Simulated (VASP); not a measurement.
# EuSiGe with rev-vdW-DF2: from relaxation to properties, part 4 of 5

Wanted: the relaxed cell of EuSiGe and its properties. The cell is invented: it takes the structure of a Materials Project entry for SrSiGe (space group 187 there), with some of its atoms replaced by other elements, volume scaled by an estimate. It may not be a known or stable phase.

VASP 6.6.1, plane waves and PAW; the level of theory is named at each step.

Still holding for the runs below: The cell holds one magnetic atom, so no antiferromagnetic order fits into it. The k-mesh is coarse for a metal. Without U or exact exchange the f electrons of Eu come out too delocalised, which can shrink the cell and pin f bands at the Fermi level.

So far, moment of the cell, from the last line of the log (μB): step 2 (full relaxation (rev-vdW-DF2)) -6.71; step 3 (second relaxation) 6.71. The relaxed cell has a = 4.199, c = 4.243 Å (conventional setting).

## 5. Bands along the symmetry lines (rev-vdW-DF2)

This step: rev-vdW-DF2, spin-polarised from a ferromagnetic start; plane waves and PAW (Eu, Ge_d, Si); invented cell (VASP 6.6.1).

Levels along the symmetry lines show where the bands peak and cross; KPOINTS_OPT computes them in the converged potential.

The input, INCAR:

```
SYSTEM = EuSiGe
PREC = Accurate
ENCUT = 450
EDIFF = 1E-06
NELM = 100
ISMEAR = 0
SIGMA = 0.05
LREAL = .FALSE.
ALGO = Normal
GGA = MK
AGGAC = 0
LUSE_VDW = .TRUE.
PARAM1 = 0.1234
PARAM2 = 0.711357
ZAB_VDW = -1.8867
LASPH = .TRUE.
ISPIN = 2
MAGMOM = 6.475 -0.034 -0.034
LMAXMIX = 6
LORBIT = 11
LWAVE = .FALSE.
LCHARG = .FALSE.
```

The input, POSCAR:

```
EuSiGe
1.0
    4.1985413585      0.0000000000      0.0000000000
   -2.0992706792      3.6360432244      0.0000000000
    0.0000000000      0.0000000000      4.2429382734
Eu Ge Si
1 1 1
Direct
    0.6666666700      0.3333333300      0.0000000000
    0.0000000000      0.0000000000      0.5000000000
    0.3333333300      0.6666666700      0.5000000000
```

The input, KPOINTS:

```
Automatic mesh
0
Gamma
5 5 5
0 0 0
```

The input, KPOINTS_OPT:

```
Line mode
16
Line-mode
Reciprocal
  0.00000000   0.00000000   0.00000000 GAMMA
  0.50000000   0.00000000   0.00000000 M

  0.50000000   0.00000000   0.00000000 M
  0.33333333   0.33333333   0.00000000 K

  0.33333333   0.33333333   0.00000000 K
  0.00000000   0.00000000   0.00000000 GAMMA

  0.00000000   0.00000000   0.00000000 GAMMA
  0.00000000   0.00000000   0.50000000 A

  0.00000000   0.00000000   0.50000000 A
  0.50000000   0.00000000   0.50000000 L

  0.50000000   0.00000000   0.50000000 L
  0.33333333   0.33333333   0.50000000 H

  0.33333333   0.33333333   0.50000000 H
  0.00000000   0.00000000   0.50000000 A

  0.50000000   0.00000000   0.50000000 L
  0.50000000   0.00000000   0.00000000 M

  0.33333333   0.33333333   0.00000000 K
  0.33333333   0.33333333   0.50000000 H
```

PAW data sets: Eu, Ge_d and Si (PBE family, release 64).

On the command line:

```
$ mpirun -np 1 vasp_std
```

Output:

```text
[... set-up lines as in an earlier step ...]
 entering main loop
       N       E                     dE             d eps       ncg     rms          rms(c)
DAV:   1     0.227434733155E+03    0.22743E+03   -0.13650E+04  1864   0.502E+03
DAV:   2     0.290511490885E+02   -0.19838E+03   -0.18166E+03  1856   0.557E+02
DAV:   3    -0.899681814030E+01   -0.38048E+02   -0.37513E+02  2160   0.176E+02
DAV:   4    -0.125030184122E+02   -0.35062E+01   -0.34883E+01  2728   0.438E+01
DAV:   5    -0.129094882925E+02   -0.40647E+00   -0.40263E+00  2296   0.134E+01    0.327E+01
DAV:   6    -0.144669499860E+02   -0.15575E+01   -0.45780E+00  2216   0.431E+01    0.235E+01
DAV:   7    -0.157356039581E+02   -0.12687E+01   -0.53440E+00  2040   0.442E+01    0.209E+01
DAV:   8    -0.156126081169E+02    0.12300E+00   -0.22815E+00  2080   0.343E+01    0.880E+00
DAV:   9    -0.154762378600E+02    0.13637E+00   -0.15350E+00  2008   0.300E+01    0.798E+00
DAV:  10    -0.154080217094E+02    0.68216E-01   -0.16504E-01  2544   0.716E+00    0.486E+00
DAV:  11    -0.154366920611E+02   -0.28670E-01   -0.58498E-02  2456   0.407E+00    0.344E+00
DAV:  12    -0.154062483059E+02    0.30444E-01   -0.77333E-02  2200   0.602E+00    0.175E+00
DAV:  13    -0.154059559590E+02    0.29235E-03   -0.92417E-03  2696   0.121E+00    0.730E-01
DAV:  14    -0.154059797197E+02   -0.23761E-04   -0.20660E-03  2608   0.613E-01    0.240E-01
DAV:  15    -0.154061329119E+02   -0.15319E-03   -0.40859E-04  2720   0.308E-01    0.198E-01
DAV:  16    -0.154060835718E+02    0.49340E-04   -0.15597E-04  2664   0.222E-01    0.636E-02
DAV:  17    -0.154060972925E+02   -0.13721E-04   -0.26530E-05  2752   0.522E-02    0.307E-02
DAV:  18    -0.154060987666E+02   -0.14741E-05   -0.48071E-06  2104   0.297E-02    0.192E-02
DAV:  19    -0.154060979210E+02    0.84566E-06   -0.64195E-07  1472   0.129E-02
   1 F= -.15406098E+02 E0= -.15405044E+02  d E =-.210848E-02  mag=     6.7089
 Start KPOINTS_OPT (optional k-point list driver)
k-point batch [1-15\144]
       N       E                     dE             ncg
DAV:   1    -0.737411394148E+03   -0.67018E+04     1928
DAV:   2    -0.376296803015E+04   -0.30256E+04     1936
DAV:   3    -0.430179713380E+04   -0.53883E+03     2112
DAV:   4    -0.435454371451E+04   -0.52747E+02     2840
DAV:   5    -0.435953871703E+04   -0.49950E+01     2432
DAV:   6    -0.436052421802E+04   -0.98550E+00     2584
DAV:   7    -0.436064159959E+04   -0.11738E+00     2136
DAV:   8    -0.436067406418E+04   -0.32465E-01     2568
DAV:   9    -0.436068011177E+04   -0.60476E-02     2168
DAV:  10    -0.436068188835E+04   -0.17766E-02     2432
DAV:  11    -0.436068234706E+04   -0.45872E-03     1904
DAV:  12    -0.436068250822E+04   -0.16115E-03     1976
DAV:  13    -0.436068255065E+04   -0.42430E-04     1768
DAV:  14    -0.436068256371E+04   -0.13062E-04     1744
DAV:  15    -0.436068256811E+04   -0.44032E-05     1472
DAV:  16    -0.436068256946E+04   -0.13463E-05     1312
DAV:  17    -0.436068257001E+04   -0.54704E-06     1288
[...]
k-point batch [136-144\144]
       N       E                     dE             ncg
DAV:   1     0.554745301714E+04   -0.10811E+05     1128
DAV:   2     0.381843576661E+04   -0.17290E+04     1144
DAV:   3     0.348871402403E+04   -0.32972E+03     1256
DAV:   4     0.345288498233E+04   -0.35829E+02     1664
DAV:   5     0.344956797235E+04   -0.33170E+01     1384
DAV:   6     0.344897364830E+04   -0.59432E+00     1568
DAV:   7     0.344891408889E+04   -0.59559E-01     1296
DAV:   8     0.344890313596E+04   -0.10953E-01     1504
DAV:   9     0.344890128456E+04   -0.18514E-02     1304
DAV:  10     0.344890084822E+04   -0.43634E-03     1368
DAV:  11     0.344890073934E+04   -0.10888E-03     1144
DAV:  12     0.344890070982E+04   -0.29526E-04     1096
DAV:  13     0.344890070343E+04   -0.63922E-05      960
DAV:  14     0.344890070173E+04   -0.16926E-05      832
DAV:  15     0.344890070131E+04   -0.42294E-06      760
```

Wall time 9.3 min (1 MPI rank of Intel Xeon 6975P-C (Granite Rapids), shared host); peak memory 0.41 GiB.

From OUTCAR (step 5):

```text
   k-points           NKPTS =     15   k-points in BZ     NKDIM =     15   number of bands    NBANDS=     24

   NELECT =      35.0000    total number of electrons

 E-fermi :   5.4560

 spin component 1
 k-point     1 :       0.0000    0.0000    0.0000
  band No.  band energies     occupation
    ...
     18       5.0636      1.00000
     19       5.0636      1.00000
     20       5.1830      1.00000
     21       5.3612      0.99634
     22       5.3707      0.99206
     23       7.6067      0.00000
     24       7.6067      0.00000

 k-point     2 :       0.2000    0.0000    0.0000
  band No.  band energies     occupation
    ...
     17       5.0286      1.00000
     18       5.0823      1.00000
     19       5.0949      1.00000
     20       5.1908      1.00000
     21       5.2750      1.00000
     22       6.1806      0.00000
     23       7.6115      0.00000
     24       7.9951      0.00000

Total vdW correction in eV:      5.4456199

  Total        0.0264335      0.0264335     -0.0323176      0.0000000     -0.0000000      0.0000000
  in kB        0.6538384      0.6538383     -0.7993848      0.0000000     -0.0000000      0.0000000
  external PRESSURE =       0.1694306 kB  Pullay stress =       0.0000000 kB

 POSITION                                       TOTAL-FORCE (eV/Angst)
 -----------------------------------------------------------------------------------
      2.09927      1.21201      0.00000         0.000000      0.000000      0.000000
      0.00000      0.00000      2.12147        -0.000000     -0.000000      0.000000
     -0.00000      2.42403      2.12147        -0.000000     -0.000000      0.000000
 -----------------------------------------------------------------------------------
    total drift:                               -0.000047      0.000025      0.000000

  FREE ENERGIE OF THE ION-ELECTRON SYSTEM (eV)
  ---------------------------------------------------
  free  energy   TOTEN  =       -15.4060979210 eV

  energy  without entropy=      -15.4039894425  energy(sigma->0) =      -15.40504368

Total vdW correction in eV:      5.4455327

 magnetization (x)
# of ion       s       p       d       f       tot
--------------------------------------------------
    1       -0.013  -0.102   0.078   6.513   6.476
    2       -0.014  -0.022   0.002   0.000  -0.034
    3       -0.014  -0.019   0.000   0.000  -0.034
--------------------------------------------------
tot         -0.042  -0.144   0.081   6.513   6.408

[... 7 parts as in an earlier step ...]

[... 14 further parts left out ...]
```

Spin-orbit coupling is off here; with elements this heavy it splits and shifts levels by tenths of an eV or more.

Numbers from this step:

| Item | Value |
| --- | --- |
| bands | 24 |
| pressure | 0.01694 GPa |

Spin up. Electronic bands along the path, in eV, zero at the Fermi level; # counts the bands kept, so #1 is VASP's band 11:

| point | #8 | #9 | #10 | #11 | #12 |
| --- | --- | --- | --- | --- | --- |
| Γ | -0.39 | -0.39 | -0.27 | -0.09 | -0.09 |
| 0.47 of the way | -0.37 | -0.34 | -0.26 | -0.20 | 0.92 |
| M | -0.33 | -0.31 | -0.30 | -0.21 | 1.60 |
| 0.47 of the way | -0.31 | -0.31 | -0.29 | 0.06 | 0.52 |
| K | -0.32 | -0.29 | -0.20 | -0.17 | 1.74 |
| 0.47 of the way | -0.35 | -0.32 | -0.24 | 0.06 | 1.17 |
| Γ | -0.39 | -0.39 | -0.27 | -0.09 | -0.09 |
| 0.47 of the way | -0.31 | -0.31 | -0.27 | -0.20 | 0.74 |
| A | -0.34 | -0.27 | -0.20 | -0.20 | -0.06 |
| 0.47 of the way | -0.35 | -0.34 | -0.32 | -0.03 | 0.00 |
| L | -0.36 | -0.35 | -0.34 | -0.28 | 0.40 |
| 0.47 of the way | -0.37 | -0.35 | -0.35 | -0.28 | 1.07 |
| H | -0.38 | -0.36 | -0.36 | -0.29 | 2.46 |
| 0.47 of the way | -0.35 | -0.35 | -0.34 | -0.19 | 0.55 |
| A | -0.34 | -0.27 | -0.20 | -0.20 | -0.06 |
| jump to L | -0.36 | -0.35 | -0.34 | -0.28 | 0.40 |
| 0.53 of the way | -0.35 | -0.33 | -0.29 | -0.28 | 0.12 |
| M | -0.33 | -0.31 | -0.30 | -0.21 | 1.60 |
| jump to K | -0.32 | -0.29 | -0.20 | -0.17 | 1.74 |
| 0.53 of the way | -0.36 | -0.32 | -0.31 | -0.29 | 3.03 |
| H | -0.38 | -0.36 | -0.36 | -0.29 | 2.46 |

Of the projections kept (Eu, Ge, Si), the largest for each band there; the rest of the weight can lie on other orbitals:

| point | #8 | #9 | #10 | #11 | #12 |
| --- | --- | --- | --- | --- | --- |
| Γ | Eu 1.00 | Eu 1.00 | Eu 1.00 | Eu 0.95 | Eu 0.90 |
| M | Eu 1.00 | Eu 1.00 | Eu 1.00 | Eu 0.98 | Ge 0.37 |
| K | Eu 1.00 | Eu 1.00 | Eu 0.97 | Eu 0.96 | Eu 0.64 |
| Γ | Eu 1.00 | Eu 1.00 | Eu 1.00 | Eu 0.95 | Eu 0.90 |
| A | Eu 1.00 | Eu 1.00 | Eu 0.67 | Eu 0.67 | Eu 0.90 |
| L | Eu 1.00 | Eu 1.00 | Eu 1.00 | Eu 1.00 | Eu 0.59 |

Spin down. Electronic bands along the path, in eV, zero at the Fermi level; # counts the bands kept, so #1 is VASP's band 11:

| point | #1 | #2 | #3 | #4 | #5 | #6 | #7 | #8 |
| --- | --- | --- | --- | --- | --- | --- | --- | --- |
| Γ | -2.64 | -2.64 | -1.95 | -1.79 | -0.15 | 1.74 | 1.74 | 3.92 |
| 0.47 of the way | -5.67 | -2.96 | -1.86 | -0.76 | 0.88 | 2.39 | 2.57 | 2.59 |
| M | -8.20 | -3.30 | -1.84 | -1.69 | 0.99 | 3.09 | 3.10 | 3.34 |
| 0.47 of the way | -8.13 | -4.46 | -1.65 | -0.24 | 0.19 | 2.72 | 3.57 | 3.84 |
| K | -8.17 | -5.32 | -1.01 | -0.91 | 1.75 | 1.83 | 2.62 | 4.16 |
| 0.47 of the way | -6.43 | -3.81 | -1.83 | 0.27 | 0.83 | 1.34 | 2.41 | 3.80 |
| Γ | -2.64 | -2.64 | -1.95 | -1.79 | -0.15 | 1.74 | 1.74 | 3.92 |
| 0.47 of the way | -3.58 | -2.43 | -2.43 | -1.69 | 0.81 | 0.81 | 1.60 | 3.19 |
| A | -4.91 | -2.11 | -2.11 | -1.32 | 0.13 | 0.13 | 2.17 | 2.17 |
| 0.47 of the way | -5.32 | -4.10 | -3.16 | -0.24 | -0.18 | 2.13 | 2.90 | 3.01 |
| L | -7.47 | -3.85 | -2.26 | -2.01 | 0.09 | 3.95 | 4.01 | 4.13 |
| 0.47 of the way | -7.80 | -4.01 | -2.05 | -1.98 | 0.93 | 3.37 | 3.83 | 4.09 |
| H | -8.38 | -4.16 | -1.86 | -1.82 | 2.55 | 2.60 | 3.01 | 3.97 |
| 0.47 of the way | -6.28 | -3.59 | -3.56 | -0.78 | 0.57 | 2.23 | 3.19 | 4.09 |
| A | -4.91 | -2.11 | -2.11 | -1.32 | 0.13 | 0.13 | 2.17 | 2.17 |
| jump to L | -7.47 | -3.85 | -2.26 | -2.01 | 0.09 | 3.95 | 4.01 | 4.13 |
| 0.53 of the way | -7.91 | -3.56 | -1.94 | -1.28 | -0.61 | 3.54 | 3.80 | 4.07 |
| M | -8.20 | -3.30 | -1.84 | -1.69 | 0.99 | 3.09 | 3.10 | 3.34 |
| jump to K | -8.17 | -5.32 | -1.01 | -0.91 | 1.75 | 1.83 | 2.62 | 4.16 |
| 0.53 of the way | -8.29 | -4.72 | -1.59 | -1.54 | 2.74 | 2.96 | 3.28 | 3.58 |
| H | -8.38 | -4.16 | -1.86 | -1.82 | 2.55 | 2.60 | 3.01 | 3.97 |

Of the projections kept (Eu, Ge, Si), the largest for each band there; the rest of the weight can lie on other orbitals:

```csv
point,#1,#2,#3,#4,#5,#6,#7,#8
Γ,Ge 0.57,Ge 0.57,Ge 0.53,Ge 0.50,Eu 0.82,Ge 0.42,Ge 0.42,Eu 1.00
M,Si 0.59,Ge 0.56,Ge 0.44,Ge 0.40,Ge 0.46,Eu 0.89,Eu 0.59,Eu 0.87
K,Si 0.72,Ge 0.54,Ge 0.72,Si 0.62,Eu 0.53,Eu 0.51,Eu 0.74,Eu 1.00
Γ,Ge 0.57,Ge 0.57,Ge 0.53,Ge 0.50,Eu 0.82,Ge 0.42,Ge 0.42,Eu 1.00
A,Ge 0.48,Ge 0.61,Ge 0.61,Ge 0.51,Eu 0.45,Eu 0.45,Eu 0.91,Eu 0.91
L,Si 0.49,Ge 0.53,Ge 0.49,Si 0.39,Ge 0.48,Eu 0.98,Eu 0.97,Eu 1.00
```

There is no gap at this level.

## 6. Density of states (rev-vdW-DF2)

Here the states are counted by energy and projected on the atoms. The mesh is finer than in the run before.

INCAR, as its differences from that of step 5:

```diff
@@ -5,3 +5,3 @@
 NELM = 100
-ISMEAR = 0
+ISMEAR = -5
 SIGMA = 0.05
@@ -22 +22,2 @@
 LCHARG = .FALSE.
+NEDOS = 2001
```

POSCAR is that of step 5.

The input, KPOINTS:

```
Automatic mesh
0
Gamma
8 8 7
0 0 0
```

On the command line:

```
$ mpirun -np 1 vasp_std
```

Output:

```text
[... set-up lines as in an earlier step ...]
 entering main loop
       N       E                     dE             d eps       ncg     rms          rms(c)
DAV:   1     0.227568713042E+03    0.22757E+03   -0.13790E+04  5016   0.503E+03
DAV:   2     0.299023395896E+02   -0.19767E+03   -0.18072E+03  4960   0.549E+02
DAV:   3    -0.881661162491E+01   -0.38719E+02   -0.38330E+02  5744   0.178E+02
DAV:   4    -0.125482917656E+02   -0.37317E+01   -0.37088E+01  7456   0.451E+01
DAV:   5    -0.128749936942E+02   -0.32670E+00   -0.32677E+00  6256   0.125E+01    0.323E+01
DAV:   6    -0.146572786827E+02   -0.17823E+01   -0.43835E+00  5904   0.413E+01    0.223E+01
DAV:   7    -0.158160446215E+02   -0.11588E+01   -0.54060E+00  5336   0.435E+01    0.224E+01
DAV:   8    -0.155957561573E+02    0.22029E+00   -0.26597E+00  5600   0.367E+01    0.905E+00
DAV:   9    -0.153842487837E+02    0.21151E+00   -0.12329E+00  5480   0.283E+01    0.703E+00
DAV:  10    -0.154090304419E+02   -0.24782E-01   -0.12803E-01  7464   0.335E+00    0.577E+00
DAV:  11    -0.153591808525E+02    0.49850E-01   -0.82799E-02  6368   0.645E+00    0.352E+00
DAV:  12    -0.153620469599E+02   -0.28661E-02   -0.92125E-03  6672   0.144E+00    0.142E+00
DAV:  13    -0.153596629224E+02    0.23840E-02   -0.55964E-03  6904   0.156E+00    0.400E-01
DAV:  14    -0.153591838906E+02    0.47903E-03   -0.19264E-03  7264   0.671E-01    0.352E-01
DAV:  15    -0.153594870036E+02   -0.30311E-03   -0.61193E-04  7264   0.409E-01    0.134E-01
DAV:  16    -0.153594697545E+02    0.17249E-04   -0.84104E-05  7536   0.156E-01    0.585E-02
DAV:  17    -0.153594700258E+02   -0.27132E-06   -0.14629E-05  6984   0.295E-02    0.380E-02
DAV:  18    -0.153594699397E+02    0.86153E-07   -0.14667E-06  4616   0.613E-03
   1 F= -.15359470E+02 E0= -.15359470E+02  d E =0.000000E+00  mag=     6.9066
 -----------------------------------------------------------------------------
|                                                                             |
|           W    W    AA    RRRRR   N    N  II  N    N   GGGG   !!!           |
|           W    W   A  A   R    R  NN   N  II  NN   N  G    G  !!!           |
|           W    W  A    A  R    R  N N  N  II  N N  N  G       !!!           |
|           W WW W  AAAAAA  RRRRR   N  N N  II  N  N N  G  GGG   !            |
|           WW  WW  A    A  R   R   N   NN  II  N   NN  G    G                |
|           W    W  A    A  R    R  N    N  II  N    N   GGGG   !!!           |
|                                                                             |
|     Tetrahedron method does not include variations of the Fermi             |
|     occupations, so forces and stress will be inaccurate. We suggest        |
|     using a different smearing scheme ISMEAR = 1 or 2 for metals in         |
|     relaxations.                                                            |
|                                                                             |
 -----------------------------------------------------------------------------
```

The job ended after 3.6 min (1 MPI rank; peak memory 0.45 GiB).

Parts of OUTCAR (step 6):

```text
   k-points           NKPTS =     40   k-points in BZ     NKDIM =     40   number of bands    NBANDS=     24

   NELECT =      35.0000    total number of electrons

 E-fermi :   5.5235

 spin component 1
 k-point     1 :       0.0000    0.0000    0.0000
  band No.  band energies     occupation
    ...
     17       4.9620      1.00000
     18       5.1152      1.00000
     19       5.1152      1.00000
     20       5.2399      1.00000
     21       5.4086      1.02795
     22       5.4189      0.12658
     23       7.5559      0.00000
     24       7.5559      0.00000

 k-point     2 :       0.1250    0.0000    0.0000
  band No.  band energies     occupation
    ...
     17       5.0290      1.00000
     18       5.0971      1.00000
     19       5.1231      1.00000
     20       5.2396      1.00000
     21       5.3716      1.05229
     22       5.7099      0.00146
     23       7.1191      0.00000
     24       7.7078      0.00000

Total vdW correction in eV:      5.4448384

  Total        0.1690667      0.1690667     -0.9279493      0.0000000     -0.0000000      0.0000000
  in kB        4.1819089      4.1819083    -22.9530630      0.0000000     -0.0000000      0.0000000
  external PRESSURE =      -4.8630819 kB  Pullay stress =       0.0000000 kB

 POSITION                                       TOTAL-FORCE (eV/Angst)
 -----------------------------------------------------------------------------------
      2.09927      1.21201      0.00000        -0.000000      0.000000      0.000000
      0.00000      0.00000      2.12147         0.000000     -0.000000      0.000000
     -0.00000      2.42403      2.12147         0.000000     -0.000000      0.000000
 -----------------------------------------------------------------------------------
    total drift:                               -0.000047      0.000025      0.000000

  FREE ENERGIE OF THE ION-ELECTRON SYSTEM (eV)
  ---------------------------------------------------
  free  energy   TOTEN  =       -15.3594699397 eV

  energy  without entropy=      -15.3594699397  energy(sigma->0) =      -15.35946994

Total vdW correction in eV:      5.4447007

 magnetization (x)
# of ion       s       p       d       f       tot
--------------------------------------------------
    1       -0.011  -0.099   0.091   6.522   6.503
    2       -0.007  -0.007   0.008   0.000  -0.005
    3       -0.006  -0.001   0.000   0.000  -0.007
--------------------------------------------------
tot         -0.024  -0.107   0.100   6.522   6.490

[... 6 parts as in an earlier step ...]

[... 15 further parts left out ...]
```

Flat bands give spikes narrower than the energy grid here, so the curve is not tabled. With tetrahedra the forces and stress of a metal are not exact derivatives of the energy.

Numbers from this step:

* SCF cycles: 18
* irreducible k-points: 40
* free energy (TOTEN): -15.36 eV
* Fermi energy: 5.524 eV
* pressure: -0.4863 GPa
* moment of the cell, from the last line of the log: 6.907 μB
* DOS at the Fermi level: 1.260 states/eV/cell

The finer mesh and the other smearing move the Fermi level by +0.07 eV from the 5×5×5 run, one measure of the sampling error in the zero of the bands above.

(Part 4 of 5 ends here.)

[Lines on the potential files, build, host, timing and source positions are cut from VASP's logs without a mark.]

[Logs are printed without paths, hosts, clocks, repeated set-up lines and the standing remarks that a program may print on its own settings, such as how far it seeks lower states.]

[Hosts, paths, dates, database ids (printed as entryN), source tags and the programs' standing remarks are cut or masked in the printed files.]

[A measured line is paired with the nearest computed mode of its activity, which favours agreement.]
